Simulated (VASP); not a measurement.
A convergence study with VASP on GaSb (zinc blende): one setting is varied, all else stays as given below, so the limit is that of these other settings.

```yaml
crystal:
  lattice:
    - [0.00000, 3.05000, 3.05000]
    - [3.05000, 0.00000, 3.05000]
    - [3.05000, 3.05000, 0.00000]
  atoms:
    - { symbol: Ga, position: [0.00000, 0.00000, 0.00000] }
    - { symbol: Sb, position: [0.25000, 0.25000, 0.25000] }
```

Method: PBEsol GGA, VASP's PBE PAW potentials (set 64) (plane waves; VASP). The tightest run used: 550 eV cut-off, 16×16×16 Γ-centred mesh, tetrahedra with Blöchl corrections, potentials Ga_d Sb.

Unless said otherwise, spin-orbit coupling is left out, though it shifts the bands of the heavy elements here. Gaps are read on the run's mesh, which can miss a band edge.

Question: The settings run are 3×3×3 mesh; 4×4×4 mesh; 5×5×5 mesh; 6×6×6 mesh; 7×7×7 mesh; 8×8×8 mesh; 9×9×9 mesh; 10×10×10 mesh; 11×11×11 mesh; 12×12×12 mesh; 13×13×13 mesh; 14×14×14 mesh; 15×15×15 mesh; 16×16×16 mesh. From which on does the energy per atom stay within 0.01 eV/atom of the tightest run?

Answer: From 7×7×7 mesh on: it is off by 0.0080 there and by no more than 0.01 in any finer run, while 6×6×6 mesh is off by 0.0170.
```tsv
setting	E (eV/atom)	pressure (GPa)	gap on the mesh (eV)	irreducible k-points	difference judged (eV/atom)
3×3×3 mesh	-3.7631	1.33	0.032	4	0.3145
4×4×4 mesh	-3.9742	0.56	0.043	8	0.1034
5×5×5 mesh	-4.0380	0.37	0.048	10	0.0396
6×6×6 mesh	-4.0606	0.33	0.051	16	0.0170
7×7×7 mesh	-4.0696	0.33	0.052	20	0.0080
8×8×8 mesh	-4.0736	0.34	0.053	29	0.0040
9×9×9 mesh	-4.0755	0.35	0.053	35	0.0021
10×10×10 mesh	-4.0765	0.36	0.053	47	0.0012
11×11×11 mesh	-4.0770	0.36	0.054	56	0.0006
12×12×12 mesh	-4.0772	0.37	0.054	72	0.0004
13×13×13 mesh	-4.0774	0.37	0.054	84	0.0002
14×14×14 mesh	-4.0775	0.37	0.054	104	0.0001
15×15×15 mesh	-4.0776	0.38	0.054	120	0.0000
16×16×16 mesh	-4.0776	0.38	0.054	145	0.0000
```

Left out are rungs that failed or repeat a setting and relaxations that didn't move; long series are thinned to 24 rows.

The compound is GaSb in the zinc blende structure. The cell was not relaxed at this level.
